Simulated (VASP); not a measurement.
# GW on AlN, part 4 of 4

Wanted: how far GW moves the Kohn-Sham levels of AlN. The cell is of the wurtzite type, one of the forms listed for this formula. The start is a cell from a database of measured crystal structures.

VASP 6.6.1, plane waves and PAW; the level of theory is named at each step.

So far, quasiparticle gap on the mesh (eV): step 4 (G0W0, ENCUTGW 70, bands in the sums 56) 5.41; step 6 (G0W0, ENCUTGW 85, bands in the sums 80) 5.51; step 8 (G0W0, ENCUTGW 100, bands in the sums 96) 5.59; step 10 (G0W0, ENCUTGW 120, bands in the sums 128) 5.67; step 12 (G0W0, ENCUTGW 140, bands in the sums 160) 5.71.

The database entry behind the starting cell differs from later determinations by our own check (inner coordinate u about 0.002 short), so it need not match the best structure at ambient conditions.

### Step 14. G0W0, ENCUTGW 165, bands in the sums 208

This step: G0W0 on PBE; plane waves and PAW (Al_GW, N_GW) (VASP 6.6.1).

ENCUTGW rises to 165 eV and the bands with it, to about the number of plane waves under that cutoff.

Contents of INCAR:

```
SYSTEM = AlN
PREC = Accurate
ENCUT = 450
ISMEAR = 0
SIGMA = 0.01
LREAL = .FALSE.
GGA = PE
NBANDS = 208
ALGO = EVGW0
NELMGW = 1
ENCUTGW = 165
NOMEGA = 64
PRECFOCK = Fast
NBANDSGW = 16
LWAVE = .FALSE.
LCHARG = .FALSE.
```

Contents of POSCAR:

```
AlN
1.0
    3.1130000000      0.0000000000      0.0000000000
   -1.5565000000      2.6959370820      0.0000000000
    0.0000000000      0.0000000000      4.9810000000
Al N
2 2
Direct
    0.6666666667      0.3333333333      0.5000000000
    0.3333333333      0.6666666667      0.0000000000
    0.6666666667      0.3333333333      0.8800000000
    0.3333333333      0.6666666667      0.3800000000
```

Contents of KPOINTS:

```
Automatic mesh
0
Gamma
3 3 2
0 0 0
```

PAW data sets: Al_GW and N_GW (PBE family, release 64).

The run is started by

```
$ mpirun -np 8 vasp_std
```

Log:

```text
[banner, memory and clock lines left out]
running    8 mpi-ranks, on    1 nodes
[...]
[... a notice as in an earlier step ...]

|                                                                             |
|           W    W    AA    RRRRR   N    N  II  N    N   GGGG   !!!           |
|           W    W   A  A   R    R  NN   N  II  NN   N  G    G  !!!           |
|           W    W  A    A  R    R  N N  N  II  N N  N  G       !!!           |
|           W WW W  AAAAAA  RRRRR   N  N N  II  N  N N  G  GGG   !            |
|           WW  WW  A    A  R   R   N   NN  II  N   NN  G    G                |
|           W    W  A    A  R    R  N    N  II  N    N   GGGG   !!!           |
|                                                                             |
|     The default for ENCUTGWSOFT is different in this version of VASP.       |
|     please manually set ENCUTGWSOFT =165 in the INCAR file.                 |
|                                                                             |

[...]
total number of BLAS operations         30.28 Gflops
NQ=   2    0.3333    0.0000    0.0000,
|.........|.........|.........|.........|.........|.........|.........|.........
 performed        274000 updates of chi_q(r,r)
 total number of BLAS operations         85.92 Gflops
NQ=   3    0.3333    0.3333    0.0000,
|.........|.........|.........|.........|.........|.........|.........|.........
 performed        398000 updates of chi_q(r,r)
 total number of BLAS operations        128.48 Gflops
NQ=   4    0.0000    0.0000    0.5000,
|.........|.........|.........|.........|.........|.........|.........|.........
 performed        495000 updates of chi_q(r,r)
 total number of BLAS operations        164.22 Gflops
NQ=   5    0.3333    0.0000    0.5000,
|.........|.........|.........|.........|.........|.........|.........|.........
 performed        672000 updates of chi_q(r,r)
 total number of BLAS operations        220.99 Gflops
NQ=   6    0.3333    0.3333    0.5000,
|.........|.........|.........|.........|.........|.........|.........|.........
 performed        796000 updates of chi_q(r,r)
 total number of BLAS operations        259.93 Gflops
 resolving degeneracies of screened two electron integrals

 calculate QP shifts <psi_nk| G(iteration)W_0 |psi_nk>: iteration 1
 entering main loop
[key lines of the parts left out:]
E-fermi :   7.2587
```

The job ended after 6.6 s (8 MPI ranks of AMD EPYC 9R45, shared host; peak memory 1.3 GiB; 41 s of CPU time).

Parts of OUTCAR (step 14):

```text
 QP shifts <psi_nk| G(iteration)W_0 |psi_nk>: iteration 1
 for sc-GW calculations column KS-energies equals QP-energies in previous step
 and V_xc(KS)=  KS-energies - (<T + V_ion + V_H > + <T+V_H+V_ion>^1  + <V_x>^1)
 k-point   1 :       0.0000    0.0000    0.0000
  band No.  KS-energies  QP-energies   sigma(KS)   V_xc(KS)     V^pw_x(r,r')   Z            occupation Imag(sigma)
    ...
      5       4.3242       3.2973     -17.6334     -16.3009     -20.8602       0.7707       2.0000       0.0880
      6       4.9836       4.0393     -17.9909     -16.7703     -21.0827       0.7736       2.0000       0.0820
      7       4.9836       4.0393     -17.9909     -16.7703     -21.0827       0.7736       2.0000       0.0820
      8       5.1601       4.2947     -17.9775     -16.8649     -20.8913       0.7778       2.0000       0.0802
      9       9.3572      10.0537     -11.6238     -12.4922      -7.5066       0.8021       0.0000      -0.0750
     10      11.7862      12.5536      -9.9869     -10.9389      -5.4469       0.8061       0.0000      -0.0836
     11      15.7603      16.7810     -12.5763     -13.9333      -7.0646       0.7522       0.0000      -0.1526
     12      16.2733      17.0499      -8.8997      -9.8752      -3.8486       0.7961       0.0000      -0.1218
    ...

[... 1 part as in an earlier step ...]

[... 2 further parts left out ...]
[key lines of the parts left out:]
E-fermi :   7.2587
```

The gap is now 5.759 eV, +44 meV against the GW run before.

### Step 15. Empty bands

This step: PBE; plane waves and PAW (Al_GW, N_GW) (VASP 6.6.1).

The empty bands are made again, for the run that follows.

Contents of INCAR:

```
SYSTEM = AlN
PREC = Accurate
ENCUT = 450
ISMEAR = 0
SIGMA = 0.01
LREAL = .FALSE.
GGA = PE
NBANDS = 256
ALGO = Exact
NELM = 1
LWAVE = .TRUE.
LCHARG = .FALSE.
LOPTICS = .TRUE.
NEDOS = 1000
CSHIFT = 0.1
```

POSCAR is that of step 14.

KPOINTS is that of step 14.

The run is started by

```
$ mpirun -np 8 vasp_std
```

Log:

```text
[banner, memory and clock lines left out]
running    8 mpi-ranks, on    1 nodes
[...]
[... a notice as in an earlier step ...]

 LDA part: xc-table for (Slater+PW92), standard interpolation
 found WAVECAR, reading the header
  number of bands has changed, file:    16 present:   256
  trying to continue reading WAVECAR, but it might fail
 POSCAR, INCAR and KPOINTS ok, starting setup
[...]
reading WAVECAR
 random initialization beyond band           16
 the WAVECAR file was read successfully
 initial charge from wavefunction
 entering main loop
       N       E                     dE             d eps       ncg     rms          rms(c)
[... 1 cycle as in an earlier step ...]
   1 F= -.29629726E+02 E0= -.29629726E+02  d E =-.214433-133
 writing wavefunctions
 optical routines
 imaginary and real dielectric function
 recalculating local potential from charge density
 direction            1
 direction            2
 direction            3
```

Wall time 2.4 s (8 MPI ranks); peak memory 0.88 GiB; 14 s of CPU time.

OUTCAR, selected parts (step 15):

```text
  Total        0.3810059      0.3810059      0.2839346      0.0000000      0.0000000     -0.0000000
  in kB       14.6028252     14.6028252     10.8823713      0.0000000      0.0000000     -0.0000000
  external PRESSURE =      13.3626739 kB  Pullay stress =       0.0000000 kB

 POSITION                                       TOTAL-FORCE (eV/Angst)
 -----------------------------------------------------------------------------------
      1.55650      0.89865      2.49050         0.000000     -0.000000     -0.198875
     -0.00000      1.79729      0.00000        -0.000000      0.000000     -0.198875
      1.55650      0.89865      4.38328         0.000000      0.000000      0.198875
     -0.00000      1.79729      1.89278        -0.000000      0.000000      0.198875
 -----------------------------------------------------------------------------------
    total drift:                               -0.000000     -0.000000     -0.000209

[... 3 parts as in an earlier step ...]

[... 2 further parts left out ...]
[key lines of the parts left out:]
E-fermi :   5.3333
```

WAVECAR now holds 256 bands for 16 electrons.

### Step 16. G0W0, ENCUTGW 190, bands in the sums 256

This step: G0W0 on PBE; plane waves and PAW (Al_GW, N_GW) (VASP 6.6.1).

ENCUTGW rises to 190 eV and the bands with it, to about the number of plane waves under that cutoff.

Contents of INCAR:

```
SYSTEM = AlN
PREC = Accurate
ENCUT = 450
ISMEAR = 0
SIGMA = 0.01
LREAL = .FALSE.
GGA = PE
NBANDS = 256
ALGO = EVGW0
NELMGW = 1
ENCUTGW = 190
NOMEGA = 64
PRECFOCK = Fast
NBANDSGW = 16
LWAVE = .FALSE.
LCHARG = .FALSE.
```

POSCAR is that of step 15.

KPOINTS is that of step 15.

The run is started by

```
$ mpirun -np 8 vasp_std
```

Log:

```text
[banner, memory and clock lines left out]
running    8 mpi-ranks, on    1 nodes
[...]
[... a notice as in an earlier step ...]

|                                                                             |
|           W    W    AA    RRRRR   N    N  II  N    N   GGGG   !!!           |
|           W    W   A  A   R    R  NN   N  II  NN   N  G    G  !!!           |
|           W    W  A    A  R    R  N N  N  II  N N  N  G       !!!           |
|           W WW W  AAAAAA  RRRRR   N  N N  II  N  N N  G  GGG   !            |
|           WW  WW  A    A  R   R   N   NN  II  N   NN  G    G                |
|           W    W  A    A  R    R  N    N  II  N    N   GGGG   !!!           |
|                                                                             |
|     The default for ENCUTGWSOFT is different in this version of VASP.       |
|     please manually set ENCUTGWSOFT =190 in the INCAR file.                 |
|                                                                             |

[...]
total number of BLAS operations         60.77 Gflops
NQ=   2    0.3333    0.0000    0.0000,
|.........|.........|.........|.........|.........|.........|.........|.........
 performed        338000 updates of chi_q(r,r)
 total number of BLAS operations        170.21 Gflops
NQ=   3    0.3333    0.3333    0.0000,
|.........|.........|.........|.........|.........|.........|.........|.........
 performed        491000 updates of chi_q(r,r)
 total number of BLAS operations        244.45 Gflops
NQ=   4    0.0000    0.0000    0.5000,
|.........|.........|.........|.........|.........|.........|.........|.........
 performed        611000 updates of chi_q(r,r)
 total number of BLAS operations        311.68 Gflops
NQ=   5    0.3333    0.0000    0.5000,
|.........|.........|.........|.........|.........|.........|.........|.........
 performed        829000 updates of chi_q(r,r)
 total number of BLAS operations        422.88 Gflops
NQ=   6    0.3333    0.3333    0.5000,
|.........|.........|.........|.........|.........|.........|.........|.........
 performed        982000 updates of chi_q(r,r)
 total number of BLAS operations        493.54 Gflops
 resolving degeneracies of screened two electron integrals

 calculate QP shifts <psi_nk| G(iteration)W_0 |psi_nk>: iteration 1
 entering main loop
[key lines of the parts left out:]
E-fermi :   7.2587
```

It took 8.6 s on 8 MPI ranks; peak memory 1.6 GiB; 56 s of CPU time.

From OUTCAR (step 16):

```text
 QP shifts <psi_nk| G(iteration)W_0 |psi_nk>: iteration 1
 for sc-GW calculations column KS-energies equals QP-energies in previous step
 and V_xc(KS)=  KS-energies - (<T + V_ion + V_H > + <T+V_H+V_ion>^1  + <V_x>^1)
 k-point   1 :       0.0000    0.0000    0.0000
  band No.  KS-energies  QP-energies   sigma(KS)   V_xc(KS)     V^pw_x(r,r')   Z            occupation Imag(sigma)
    ...
      5       4.3242       3.2303     -17.7225     -16.3009     -20.8602       0.7695       2.0000       0.0856
      6       4.9836       3.9666     -18.0860     -16.7703     -21.0827       0.7729       2.0000       0.0804
      7       4.9836       3.9666     -18.0860     -16.7703     -21.0827       0.7729       2.0000       0.0804
      8       5.1601       4.2234     -18.0723     -16.8649     -20.8913       0.7759       2.0000       0.0788
      9       9.3572      10.0092     -11.6791     -12.4922      -7.5066       0.8019       0.0000      -0.0756
     10      11.7862      12.5230     -10.0250     -10.9389      -5.4469       0.8062       0.0000      -0.0846
     11      15.7603      16.7278     -12.6446     -13.9333      -7.0646       0.7507       0.0000      -0.1530
     12      16.2733      17.0297      -8.9255      -9.8752      -3.8486       0.7964       0.0000      -0.1228
    ...

[... 1 part as in an earlier step ...]

[... 2 further parts left out ...]
[key lines of the parts left out:]
E-fermi :   7.2587
```

The gap is now 5.786 eV, +27 meV against the GW run before.

### Step 17. Summary

This step: GW series: G0W0 on PBE; plane waves and PAW (VASP 6.6.1).

No new run; the numbers come from the runs before.

Numbers from this step:

* gap extrapolated to a complete basis: 5.909 eV
* direct gap extrapolated to a complete basis: 5.909 eV

G0W0 on a 3x3x2 mesh; cost is wall time times ranks on a shared host, with the step that makes the empty bands but not the self-consistent start. G0W0 series:

```
response cutoff ENCUTGW (eV)  bands  quasiparticle gap (eV)  direct quasiparticle gap (eV)  cost (core minutes)
                          70     56                   5.408                          5.408                 0.59
                          85     80                   5.512                          5.512                 0.67
                         100     96                   5.595                          5.595                 0.72
                         120    128                   5.665                          5.665                 0.85
                         140    160                   5.715                          5.715                 0.93
                         165    208                   5.759                          5.759                 1.23
                         190    256                   5.786                          5.786                 1.47
```

### Step 18. Outcome

* G0W0 on PBE, 256 bands, ENCUTGW 190 eV, NOMEGA 64, mesh 3×3×2: 4.197 → 5.786 eV
* G0W0 on PBE, 56 bands, ENCUTGW 70 eV, NOMEGA 64, mesh 3×3×2: 4.197 → 5.408 eV
* gap at a complete basis (linear in ENCUTGW^-3/2): 5.91 eV

What this shows: G0W0 gives a quasiparticle gap of 5.786 eV on the mesh, 1.59 eV over the PBE gap on the same mesh. On mesh and path the starting valence top lies at Γ and the conduction bottom at Γ, so the starting gap is direct. Both points lie on the GW mesh. The steps of the series move the gap by +104, +83, +70, +50, +44, +27 meV; the last costs 1.2 times the one before. The last step lies within a tolerance of 30 meV, picked for this account, and the last two together move the gap by +71 meV. Extrapolated from the last three points to a complete basis, the gap is 5.91 eV, +123 meV from the dearest run. The extrapolation removes the error of the response basis alone, at this mesh, ENCUT and data set. On a mesh this coarse the value is a test of cost more than a converged gap. The atoms weren't relaxed and carry forces of up to 0.20 eV/Å at PBE in the first static run, so the numbers belong to the given coordinates, and a relaxation would change them. Not tabulated here, as repeats of values shown or as unfit to read for their mesh, reference level or band range: eps2 curves (empty bands); eps1 curves and static values (empty bands); gaps (empty bands).

[Lines on the potential files, build, host, timing and source positions are cut from VASP's logs without a mark.]

[Logs are printed without paths, hosts, clocks, repeated set-up lines and the standing remarks that a program may print on its own settings, such as how far it seeks lower states.]

[Hosts, paths, dates, database ids (printed as entryN), source tags and the programs' standing remarks are cut or masked in the printed files.]

[Pressures printed for these runs are not shown converged in the cutoff: they can be off by several GPa and have the wrong sign.]
